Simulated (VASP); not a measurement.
Runs of VASP 6.6.1 on In3HSe. It takes space group Pm-3m (No. 221, cubic). The conventional cell has a = 4.770 Å, b = 4.770 Å, c = 4.770 Å, α = 90.00°, β = 90.00°, γ = 90.00°. Se (site symmetry m-3m) has 12 In at 3.37 Å as nearest neighbours. H (site symmetry m-3m) is surrounded by 6 In at 2.38 Å. In (site symmetry 4/mmm) has 2 H at 2.38 Å as nearest neighbours. The cell comes from a database or a generator and needn't be the stable form of this composition.

| cell | mesh quality | gap on the mesh (eV) | pressure (GPa) |
| --- | --- | --- | --- |
| Pm-3m, 21.71 Å³/atom | not flagged | none | (a) |
| Pm-3m, 15.9 Å³/atom | coarse | none | 26.3 |
| Pm-3m, 19.38 Å³/atom | not flagged | none | 5.1 |
| Pm-3m, 21.34 Å³/atom | not flagged | none | 0.6 |

Alike in all rows: task single point; level PBEsol; potentials or basis VASP PAW PBE potentials, release 64 (Se, H, In_d); no spin polarisation; k mesh 4 × 4 × 4; cutoff (eV) 520; smearing gaussian 0.05 eV.

Task: Estimate the missing entries.

Result: (a) -0.1.

Caveats: some runs use coarse meshes; the PAW data sets were made with another functional, which shifts forces and pressure a little (some runs); so large a pressure means that the cell lies far from this level's equilibrium, or that cutoff or potentials fall short (some runs); the potentials were made for another functional, which shifts forces and pressure (some runs).

A k mesh can miss the band edges, and the runs leave out spin-orbit coupling on In, Se.

A gap of «none» marks a metal or a gap under the smearing width.
